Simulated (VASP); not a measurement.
Write the native input for VASP 6.6.1 that does the following.

```
Task                   : single point
Functional             : PBE
Potentials or basis    : VASP PAW PBE potentials, release 64 (Ca_sv, As)
Cutoff                 : 520 eV
k mesh                 : 6 × 4 × 4
Occupations            : gaussian, width 0.1 eV
Spin                   : no spin polarisation
Dipole correction      : no
Further INCAR settings : ALGO = Normal; EDIFF = 1e-06; NBANDS = 17
```

The structure of CaAs2 lies in POSCAR:

```
CaAs2
1.0
    2.9146443976      0.0000000000      0.0000000000
    0.0000000000      4.3963785366      0.0000000000
    0.0000000000      0.0000000000      5.7929079095
Ca As
1 2
Direct
    0.0000000000      0.5000000000      0.5000000000
    0.5000000000      0.0000000000      0.7745828913
    0.5000000000      0.0000000000      0.2254171087
```

The cell was built by a generator and needn't be a form met in nature.

The input as run:

INCAR

```
PREC = Accurate
ENCUT = 520
EDIFF = 1E-6
ISMEAR = 0
SIGMA = 0.1
LREAL = False
LASPH = True
NELM = 100
ALGO = Normal
ISIF = 2
LWAVE = False
LCHARG = False
GGA = PE
NBANDS = 17
```

KPOINTS

```
Automatic mesh
0
Gamma
  6 4 4
```

Potentials or basis: VASP PAW PBE potentials, release 64 (Ca_sv, As).

Command:

```bash
$ cat potpaw_PBE.64/Ca_sv/POTCAR potpaw_PBE.64/As/POTCAR > POTCAR
$ mpirun -np 1 vasp_std > vasp.out
```

Results of the run:

The pressure is 0.2 GPa. The largest force is 0.004 eV/Å. The band gap on the k mesh is none (metal or under the smearing width).

It took 17 s on 1 thread of Intel(R) Xeon(R) 6975P-C (Granite Rapids), with other jobs on the host, peak memory 0.21 GiB.
